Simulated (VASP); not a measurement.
# Be3CdSe4 (P-4m2) in VASP: settings compared

Aim: see how the results for Be3CdSe4 move with the level of theory and the settings. Levels: PBE, r2SCAN. Tasks: relaxation of cell and atoms, single point.

Program: VASP 6.6.1. These are calculated values, not measurements. Logs are shortened: lines on timing, memory, paths and dates and some standing lists are left out, and cuts for length are marked.

**1. The structure**

Symmetry: P-4m2, No. 115, tetragonal system. Conventional cell: a = 3.792 Å, b = 3.792 Å, c = 11.146 Å, α = 90.00°, β = 90.00°, γ = 90.00°. Around Be (site symmetry 2mm) lie 4 Se at 2.26 to 2.28 Å. Be (site symmetry -4m2) has 4 Se at 2.27 Å as nearest neighbours. Cd (site symmetry -4m2) has 4 Se at 2.64 Å as nearest neighbours. Around Se (site symmetry 2mm) lie 4 Be at 2.27 to 2.28 Å. Se (site symmetry 2mm) has 2 Be at 2.26 Å as nearest neighbours.

The cell was built by a generator and needn't be a form met in nature.

**2. Relaxation of cell and atoms, PBE**

INCAR

```
SYSTEM = Be3CdSe4
PREC = Accurate
ENCUT = 520
EDIFF = 1E-6
ISMEAR = 0
SIGMA = 0.03
LREAL = .FALSE.
LASPH = .TRUE.
NELM = 120
ALGO = Normal
ISIF = 3
LWAVE = .FALSE.
LCHARG = .FALSE.
GGA = PE
IBRION = 2
NSW = 90
EDIFFG = -0.01
KPAR = 4
```

KPOINTS

```
Automatic mesh
0
G
  6 6 4
  0 0 0
```

POSCAR

```
Be3CdSe4
1.0
    3.7920000000      0.0000000000      0.0000000000
    0.0000000000      3.7920000000      0.0000000000
    0.0000000000      0.0000000000     11.1460000000
Be Cd Se
3 1 4
Direct
    0.5000000000      0.5000000000      0.2740893600
    0.5000000000      0.5000000000      0.7259106400
    0.0000000000      0.0000000000      0.5000000000
    0.0000000000      0.0000000000      0.0000000000
    0.5000000000      0.0000000000      0.3872241200
    0.0000000000      0.5000000000      0.6127758800
    0.5000000000      0.0000000000      0.8357258200
    0.0000000000      0.5000000000      0.1642741800
```

Potentials or basis: VASP PAW PBE potentials, release 64 (Be, Cd, Se).

On the command line:

```
> cat potpaw_PBE.64/Be/POTCAR potpaw_PBE.64/Cd/POTCAR potpaw_PBE.64/Se/POTCAR > POTCAR
> mpirun -np 4 vasp_std > vasp.out
```

OUTCAR:

```text
SYSTEM = Be3CdSe4
   PREC = Accurate
   ENCUT = 520
   EDIFF = 1E-6
   ISMEAR = 0
   LREAL = .FALSE.
   LASPH = .TRUE.
   NELM = 120
   ISIF = 3
   GGA = PE
   IBRION = 2
   NSW = 90
   EDIFFG = -0.01

 ion  position               nearest neighbor table
   1  0.500  0.500  0.274-   8 2.26   8 2.26   5 2.28   5 2.28
   2  0.500  0.500  0.726-   7 2.26   7 2.26   6 2.28   6 2.28
   3  0.000  0.000  0.500-   5 2.27   6 2.27   6 2.27   5 2.27
   4  0.000  0.000  0.000-   7 2.64   8 2.64   8 2.64   7 2.64
   5  0.500  0.000  0.387-   3 2.27   3 2.27   1 2.28   1 2.28
   6  0.000  0.500  0.613-   3 2.27   3 2.27   2 2.28   2 2.28
   7  0.500  0.000  0.836-   2 2.26   2 2.26   4 2.64   4 2.64
   8  0.000  0.500  0.164-   1 2.26   1 2.26   4 2.64   4 2.64

  LATTYP: Found a simple tetragonal cell.
 ALAT       =     3.7920000000
 C/A-ratio  =     2.9393459916

  Lattice vectors:

 A1 = (   3.7920000000,   0.0000000000,   0.0000000000)
 A2 = (   0.0000000000,   3.7920000000,   0.0000000000)
 A3 = (   0.0000000000,   0.0000000000,  11.1460000000)

Analysis of symmetry for initial positions (statically):
=====================================================================
 Subroutine PRICEL returns:
 Original cell was already a primitive cell.

 Routine SETGRP: Setting up the symmetry group for a
 simple tetragonal supercell.

 Subroutine GETGRP returns: Found  8 space group operations
 (whereof  8 operations were pure point group operations)
 out of a pool of 16 trial point group operations.

The static configuration has the point symmetry D_2d.

Analysis of symmetry for dynamics (positions and initial velocities):
=====================================================================
 Subroutine PRICEL returns:
 Original cell was already a primitive cell.

 Routine SETGRP: Setting up the symmetry group for a
 simple tetragonal supercell.

 Subroutine GETGRP returns: Found  8 space group operations
 (whereof  8 operations were pure point group operations)
 out of a pool of 16 trial point group operations.

The dynamic configuration has the point symmetry D_2d.

 Subroutine INISYM returns: Found  8 space group operations
 (whereof  8 operations are pure point group operations),
 and found     1 'primitive' translations

----------------------------------------------------------------------------------------

                                     Primitive cell

  volume of cell :     160.2713

  direct lattice vectors                    reciprocal lattice vectors
     3.792000000  0.000000000  0.000000000     0.263713080  0.000000000  0.000000000
     0.000000000  3.792000000  0.000000000     0.000000000  0.263713080  0.000000000
     0.000000000  0.000000000 11.146000000     0.000000000  0.000000000  0.089718285

  length of vectors
     3.792000000  3.792000000 11.146000000     0.263713080  0.263713080  0.089718285

  position of ions in fractional coordinates (direct lattice)
     0.500000000  0.500000000  0.274089360
     0.500000000  0.500000000  0.725910640
     0.000000000  0.000000000  0.500000000
     0.000000000  0.000000000  0.000000000
     0.500000000  0.000000000  0.387224120
     0.000000000  0.500000000  0.612775880
     0.500000000  0.000000000  0.835725820
     0.000000000  0.500000000  0.164274180

  ion indices of the primitive-cell ions
   primitive index   ion index
                 1           1
                 2           2
                 3           3
                 4           4
                 5           5
                 6           6
                 7           7
                 8           8

----------------------------------------------------------------------------------------

 KPOINTS: Automatic mesh

Automatic generation of k-mesh.
 Grid dimensions read from file:
 generate k-points for:    6    6    4

 Generating k-lattice:

  Cartesian coordinates                     Fractional coordinates (reciprocal lattice)
     0.043952180  0.000000000  0.000000000     0.166666667  0.000000000  0.000000000
     0.000000000  0.043952180  0.000000000     0.000000000  0.166666667  0.000000000
     0.000000000  0.000000000  0.022429571     0.000000000  0.000000000  0.250000000

  Length of vectors
     0.043952180  0.043952180  0.022429571

  Shift w.r.t. Gamma in fractional coordinates (k-lattice)
     0.000000000  0.000000000  0.000000000

 Subroutine IBZKPT returns following result:
 ===========================================

 Found     30 irreducible k-points:

 Following reciprocal coordinates:
            Coordinates               Weight
  0.000000  0.000000  0.000000      1.000000
  0.166667  0.000000  0.000000      4.000000
  0.333333  0.000000  0.000000      4.000000
  0.500000  0.000000  0.000000      2.000000
  0.166667  0.166667  0.000000      4.000000
  0.333333  0.166667  0.000000      8.000000
[... 16 lines left out ...]
  0.333333  0.000000  0.500000      4.000000
  0.500000  0.000000  0.500000      2.000000
 [... further k-points ...]
   k-points           NKPTS =     30   k-points in BZ     NKDIM =     30   number of bands    NBANDS=     26
   number of dos      NEDOS =    301   number of ions     NIONS =      8
   total plane-waves  NPLWV =  65856
   dimension x,y,z NGX =    28 NGY =   28 NGZ =   84
   dimension x,y,z NGXF=    56 NGYF=   56 NGZF=  168
   ions per type =               3   1   4
   NGX,Y,Z   is equivalent  to a cutoff of  12.28, 12.28, 12.53 a.u.
   NGXF,Y,Z  is equivalent  to a cutoff of  24.55, 24.55, 25.06 a.u.
 SYSTEM =  Be3CdSe4
   PREC   = accura    normal or accurate (medium, high low for compatibility)
   ISTART =      0    job   : 0-new  1-cont  2-samecut
   ICHARG =      2    charge: 1-file 2-atom 10-const
   ISPIN  =      1    spin polarized calculation?
   LNONCOLLINEAR =      F non collinear calculations
   LSORBIT =      F    spin-orbit coupling
   LASPH  =      T    aspherical Exc in radial PAW
   ENCUT  =  520.0 eV  38.22 Ry    6.18 a.u.   7.05  7.05 20.72*2*pi/ulx,y,z
   NELM   =    120;   NELMIN=  2; NELMDL= -5     # of ELM steps
   EDIFF  = 0.1E-05   stopping-criterion for ELM
   LREAL  =      F    real-space projection
   EDIFFG = -.1E-01   stopping-criterion for IOM
   NSW    =     90    number of steps for IOM
   IBRION =      2    ionic relax: 0-MD 1-quasi-New 2-CG
   NFREE  =      1    steps in history (QN), initial steepest desc. (CG)
   ISIF   =      3    stress and relaxation
   ISYM   =      2    0-nonsym 1-usesym 2-fastsym
   POTIM  = 0.5000    time-step for ionic-motion
   TEBEG  =    0.0;   TEEND  =   0.0 temperature during run
   PSTRESS=    0.0 pullay stress
   NELECT =      42.0000    total number of electrons
   NUPDOWN=      -1.0000    fix difference up-down
   EMIN   =  10.00;   EMAX   =-10.00  energy-range for DOS
   EFERMI =   0.00;   METHOD = LEGACY
   ISMEAR =     0;   SIGMA  =   0.03  broadening in eV -4-tet -1-fermi 0-gaus
   EFERMI_NEDOS =   21; number of points for ismear=-14 and -15
   IALGO  =     38    algorithm
   IMIX   =      4    mixing-type and parameters
     AMIX     =   0.40;   BMIX     =  1.00
     AMIX_MAG =   1.60;   BMIX_MAG =  1.00
  volume/ion in A,a.u.               =      20.03       135.20
  Fermi-wavevector in a.u.,A,eV,Ry     =   1.047625  1.979725 14.932653  1.097519
  Thomas-Fermi vector in A             =   2.182513
   LORBIT       =      0    0 simple, 1 ext, 2 COOP (PROOUT), +10 PAW based schemes
   GGA     = PE    functional components
   LHFCALC =     F    Hartree Fock is set to
   AEXX    =    0.0000 exact exchange contribution
   IVDW    =     0    specifies the selected vdW correction
   LEPSILON=     F    determine dielectric tensor
   LRPA    =     F    only Hartree local field effects (RPA)
 conjugate gradient relaxation of ions
 non-spin polarized calculation
 Gauss-broadening in eV      SIGMA  =   0.03
  energy-cutoff  :      520.00
  volume of cell :      160.27
 maximum number of plane-waves:      4336
   NGX = 15   NGY = 15   NGZ = 41

--------------------------------------- Ionic step        1  -------------------------------------------

 number of electron      41.9999996 magnetization

 Free energy of the ion-electron system (eV)
  ---------------------------------------------------
  ext. energy  EPLUGINS =         0.00000000
  ---------------------------------------------------
  free energy    TOTEN  =       -31.61060267 eV

  energy without entropy =      -31.61060267  energy(sigma->0) =      -31.61060267

------------------------ aborting loop because EDIFF is reached ----------------------------------------

  FORCE on cell =-STRESS in cart. coord.  units (eV):
  Direction    XX          YY          ZZ          XY          YZ          ZX
  --------------------------------------------------------------------------------------
  -------------------------------------------------------------------------------------
  Total        0.0186625      0.0186625      0.2492705      0.0000000      0.0000000      0.0000000
  in kB        0.1865623      0.1865623      2.4918726      0.0000000      0.0000000      0.0000000
  external PRESSURE =       0.9549991 kB  Pullay stress =       0.0000000 kB
[... 111 lines left out ...]
  energy  without entropy=      -31.6108999289  energy(sigma->0) =      -31.61089993

--------------------------------------- Ionic step        4  -------------------------------------------

 number of electron      41.9999996 magnetization

 Free energy of the ion-electron system (eV)
  ---------------------------------------------------
  ext. energy  EPLUGINS =         0.00000000
  ---------------------------------------------------
  free energy    TOTEN  =       -31.61101018 eV

  energy without entropy =      -31.61101018  energy(sigma->0) =      -31.61101018

 E-fermi :   2.8465     XC(G=0):  -9.2313

 val. band max:        2.6675470061   @ k =   0.0000   0.0000   0.0000
 cond. band min:       4.8138038262   @ k =   0.0000   0.0000   0.0000
 fundamental gap:      2.1462568202
 Fermi energy:         2.8465117683

 k-point     1 :       0.0000    0.0000    0.0000
  band No.  band energies     occupation
      1     -10.9292      2.00000
      2     -10.4403      2.00000
      3     -10.0649      2.00000
      4      -9.4492      2.00000
      5      -5.5337      2.00000
      6      -5.4312      2.00000
[... 685 lines left out ...]
     25       6.8864      0.00000
     26       7.2840      0.00000

 [... further k-points ...]

------------------------ aborting loop because EDIFF is reached ----------------------------------------

  FORCE on cell =-STRESS in cart. coord.  units (eV):
  Direction    XX          YY          ZZ          XY          YZ          ZX
  --------------------------------------------------------------------------------------
  -------------------------------------------------------------------------------------
  Total       -0.0352011     -0.0352011      0.0013466      0.0000000      0.0000000      0.0000000
  in kB       -0.3512821     -0.3512821      0.0134383      0.0000000      0.0000000      0.0000000
  external PRESSURE =      -0.2297086 kB  Pullay stress =       0.0000000 kB
[... 23 lines left out ...]
  FREE ENERGIE OF THE ION-ELECTRON SYSTEM (eV)
  ---------------------------------------------------
  free  energy   TOTEN  =       -31.6110101836 eV

  energy  without entropy=      -31.6110101836  energy(sigma->0) =      -31.61101018

 reached required accuracy - stopping structural energy minimisation
```

It took 59 s on 4 MPI ranks of Intel Xeon Platinum 8559C (Emerald Rapids), shared host; peak memory 0.32 GiB.

What came out:

```
Free energy                            : -31.6110 eV
Relaxed volume                         : 20.07 Å³/atom
Relaxed cell                           : a = 3.790 Å, b = 3.790 Å, c = 11.176 Å, α = 90.00°, β = 90.00°, γ = 90.00°
Space group after relaxing (to 0.05 Å) : P-4m2 (No. 115)
Energy gained by relaxing              : 0.1 meV/atom
Ionic steps                            : 4
Pressure after relaxing                : 0.0 GPa
Largest force after relaxing           : 0.008 eV/Å
Band gap on the k mesh                 : 2.15 eV, direct
```

Forces on the atoms (eV/Å):
```
Be   0.000  0.000 -0.001
Be   0.000  0.000  0.001
Be   0.000  0.000  0.000
Cd   0.000  0.000  0.000
Se   0.000  0.000 -0.008
Se   0.000  0.000  0.008
Se   0.000  0.000  0.007
Se   0.000  0.000 -0.007
```

Step by step:
```
step  energy change (eV)  largest force (eV/Å)  pressure (GPa)  volume (Å³)
   1              0.0000                0.0220            0.10       160.27
   2             -0.0003                0.0101           -0.02       160.55
   3             -0.0003                0.0110           -0.07       160.66
   4             -0.0004                0.0077           -0.02       160.55
```

Final structure:
```
CELL_PARAMETERS angstrom
3.79016 0.00000 0.00000
0.00000 3.79016 0.00000
0.00000 0.00000 11.17620
ATOMIC_POSITIONS crystal
Be 0.50000 0.50000 0.27389
Be 0.50000 0.50000 0.72611
Be 0.00000 0.00000 0.50000
Cd 0.00000 0.00000 0.00000
Se 0.50000 0.00000 0.38732
Se 0.00000 0.50000 0.61268
Se 0.50000 0.00000 0.83580
Se 0.00000 0.50000 0.16420
```

A k mesh can miss the band edges. Expect the measured gap to be larger: semilocal functionals such as PBE lack the derivative discontinuity.

(Continued in part 2 of 2.)
